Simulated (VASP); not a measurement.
Output of a VASP run:

### OSZICAR
```
       N       E                     dE             d eps       ncg     rms          rms(c)
DAV:   1     0.777275430183E+02    0.77728E+02   -0.66453E+03    96   0.143E+03
DAV:   2    -0.538221350272E+01   -0.83110E+02   -0.76438E+02    96   0.260E+02
DAV:   3    -0.924662052151E+01   -0.38644E+01   -0.36425E+01   116   0.693E+01
DAV:   4    -0.932066281092E+01   -0.74042E-01   -0.73874E-01   100   0.830E+00
DAV:   5    -0.932162800007E+01   -0.96519E-03   -0.96510E-03   120   0.981E-01    0.916E+00
DAV:   6    -0.993230648738E+01   -0.61068E+00   -0.18541E+01   108   0.129E+02    0.743E+00
DAV:   7    -0.850214621786E+01    0.14302E+01   -0.43017E+00   112   0.808E+01    0.186E+00
DAV:   8    -0.846838415966E+01    0.33762E-01   -0.47274E-01   112   0.191E+01    0.892E-01
DAV:   9    -0.846278100336E+01    0.56032E-02   -0.41531E-02   136   0.390E+00    0.208E-01
DAV:  10    -0.846270807549E+01    0.72928E-04   -0.43570E-04   104   0.220E-01    0.164E-01
DAV:  11    -0.846213532936E+01    0.57275E-03   -0.25549E-03   128   0.167E+00    0.282E-02
DAV:  12    -0.846213388518E+01    0.14442E-05   -0.17119E-04   152   0.234E-01    0.101E-02
DAV:  13    -0.846213178219E+01    0.21030E-05   -0.72006E-06   132   0.593E-02    0.368E-03
DAV:  14    -0.846213135299E+01    0.42920E-06   -0.89221E-07    48   0.266E-02
   1 F= -.84621314E+01 E0= -.84621314E+01  d E =-.216978E-11
```

### OUTCAR
```
------------------------ aborting loop because EDIFF is reached ----------------------------------------
  FORCE on cell =-STRESS in cart. coord.  units (eV):
  Direction    XX          YY          ZZ          XY          YZ          ZX
  --------------------------------------------------------------------------------------
  Total        2.8663242      2.8663242      2.8663242     -0.0000000      0.0000000     -0.0000000
  in kB      171.8144948    171.8144948    171.8144948     -0.0000000      0.0000000     -0.0000000
  external PRESSURE =     171.8144948 kB  Pullay stress =       0.0000000 kB
  volume of cell :       26.73
      direct lattice vectors                 reciprocal lattice vectors
     2.989914000  0.000000000  0.000000000     0.334457780  0.000000000  0.000000000
     0.000000000  2.989914000  0.000000000     0.000000000  0.334457780  0.000000000
     0.000000000  0.000000000  2.989914000     0.000000000  0.000000000  0.334457780
 POSITION                                       TOTAL-FORCE (eV/Angst)
 -----------------------------------------------------------------------------------
      0.00000      0.00000      0.00000         0.000000      0.000000      0.000000
      1.49496      1.49496      1.49496         0.000000      0.000000      0.000000
 -----------------------------------------------------------------------------------
    total drift:                               -0.000000      0.000000     -0.000000
  FREE ENERGIE OF THE ION-ELECTRON SYSTEM (eV)
  ---------------------------------------------------
  free  energy   TOTEN  =        -8.4621313530 eV

  energy  without entropy=       -8.4621313530  energy(sigma->0) =       -8.46213135
```
(Selected blocks of OUTCAR.)

POSCAR:
```
CuAs
1
    2.9899140000     0.0000000000     0.0000000000
    0.0000000000     2.9899140000     0.0000000000
    0.0000000000     0.0000000000     2.9899140000
Cu As
1 1
Direct
  0.0000000000   0.0000000000   0.0000000000
  0.5000000000   0.5000000000   0.5000000000
```

Problem. Reconstruct the remaining input files.

Solution. This is not unique; one that fits is the input of the run itself, PBE GGA, plane waves, VASP's PBE PAW potentials (set 64).

### KPOINTS
```
Automatic mesh
0
Gamma
3 3 3
0 0 0
```

### INCAR
```
SYSTEM = CuAs
PREC = Accurate
ENCUT = 400
EDIFF = 1E-6
NELM = 100
ALGO = Normal
LREAL = .FALSE.
LASPH = .TRUE.
ISMEAR = 0
SIGMA = 0.05
GGA = PE
LMAXMIX = 4
LWAVE = .FALSE.
LCHARG = .FALSE.
ISIF = 2
```

POTCAR, in this order: Cu As (PBE.64 set). Program: vasp_std.

The structure was generated: CuAs was put into the CsCl type (Pm-3m), which need not be its known phase. The cell was not relaxed at this level. The k-mesh is coarse (spacing up to 0.70 per Å, 2π included), so the numbers may not be converged in it. The run is one of a series of settings (KPOINTS 3×3×3 Γ-centred mesh against the base run), some of them coarse on purpose.
